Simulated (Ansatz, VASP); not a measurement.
TaGe3 in VASP and in Ansatz

```
CELL_PARAMETERS angstrom
4.11128 0.00000 0.00000
0.00000 4.11128 0.00000
0.00000 0.00000 4.11128
ATOMIC_POSITIONS crystal
Ta 0.00000 0.00000 0.00000
Ge 0.50000 0.50000 0.00000
Ge 0.00000 0.50000 0.50000
Ge 0.50000 0.00000 0.50000
```

Change from the starting cell: species swapped into the Al3Ga type (Pm-3m, No. 221).

Alike in both runs: functional PBE; k mesh 4 × 4 × 4; occupations gaussian, width 0.1 eV; no spin polarisation.

Ansatz relaxed the structure, and its values are those at the end. VASP's run is a single point on that final structure, the one shown.

```csv
,VASP,Ansatz
version,VASP 6.6.1,Ansatz 0.2.0
potentials or method,"VASP PAW PBE potentials, release 64 (Ta_pv, Ge_d)","scalar-relativistic, plane waves, PAW"
plane-wave cutoff (eV),520,420
valence electrons in the cell,53,55
```

VASP gave:

| Quantity | Value |
| --- | --- |
| gap on the k mesh at the Fermi level (eV) | none |
| pressure (GPa) | 0.2 |

**Question.** Which values does Ansatz return?

**Answer.** gap on the k mesh at the Fermi level (eV): none; pressure (GPa): 0.1.

A gap of «none» marks a metal or a gap that the smearing closes. The two sets of potentials don't hold the same shells in valence.

Caveats: the k mesh is coarse (spacing up to 0.38 Å⁻¹), so the values aren't converged. Spin-orbit coupling is left out, which matters for the levels of Ta.
